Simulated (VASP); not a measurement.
Input:

```xyz
1
Lattice="0.0000 1.8050 1.8050 1.8050 0.0000 1.8050 1.8050 1.8050 0.0000" Properties=species:S:1:pos:R:3 pbc="T T T"
Cu     0.0000     0.0000     0.0000
```

Calculation: PBE GGA, VASP's PBE PAW potentials (set 64) (plane waves; VASP). Settings: 480 eV cut-off, 16×16×16 Γ-centred mesh, first-order Methfessel-Paxton smearing of 0.10 eV, potentials Cu.

Problem. The ions, cell shape and volume are relaxed. Predict the relaxed structure.

Solution. 
```xyz
1
Lattice="0.0000 1.8158 1.8158 1.8158 0.0000 1.8158 1.8158 1.8158 0.0000" Properties=species:S:1:pos:R:3 pbc="T T T"
Cu     0.0000     0.0000     0.0000
```
Space group Fm-3m (225), at a tolerance of 0.03 Å.

Problem. How do energy and volume change from the first to the last step?

Solution. The energy (σ→0) changes by -1.7 meV/atom and the volume by +1.8 %, in 3 ionic steps.

The compound is Cu in the fcc structure. This run relaxes it. Symmetry was kept, so distortions that lower it aren't found.
